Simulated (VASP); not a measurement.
GaBiSe3:

```xyz
5
Lattice="5.1298 0.0000 0.0000 0.0000 5.1298 0.0000 0.0000 0.0000 5.1298" Properties=species:S:1:pos:R:3 pbc="T T T"
Ga    2.5649    2.5649    2.5649
Bi    0.0000    0.0000    0.0000
Se    2.5649    2.5649    0.0000
Se    0.0000    2.5649    2.5649
Se    2.5649    0.0000    2.5649
```

The cell was built by a generator and needn't be a form met in nature.

- Program: VASP 6.6.1
- Task: relaxation of cell and atoms
- Functional: PBE
- Potentials or basis: VASP PAW PBE potentials, release 64 (Ga_d, Bi_d, Se)
- Cutoff: 520 eV
- k mesh: 3 × 3 × 3
- Occupations: gaussian, width 0.15 eV
- Spin: no spin polarisation

At the start: pressure -3.3 GPa; volume 27.00 Å³/atom.

Q: Where does the relaxation end?

A: Over 3 steps the energy falls by 18.9 meV/atom and the volume is 25.23 Å³/atom (-6.6 %); space group Pm-3m (No. 221, to 0.05 Å).

The path:
| step | energy change (eV) | largest force (eV/Å) | pressure (GPa) | volume (Å³) |
| --- | --- | --- | --- | --- |
| 1 | 0.0000 | 0.0000 | -3.35 | 134.99 |
| 2 | -0.0899 | 0.0000 | 0.79 | 124.26 |
| 3 | -0.0946 | 0.0000 | -0.31 | 126.13 |

Final structure:
```
Ga Bi Se
1.0
     5.01497    0.00000    0.00000
     0.00000    5.01497    0.00000
     0.00000    0.00000    5.01497
Ga Bi Se
1 1 3
Cartesian
  2.5075 2.5075 2.5075
  0.0000 0.0000 0.0000
  2.5075 2.5075 0.0000
  0.0000 2.5075 2.5075
  2.5075 0.0000 2.5075
```

Caveat: the k mesh is coarse (spacing up to 0.41 Å⁻¹), so the values aren't converged.
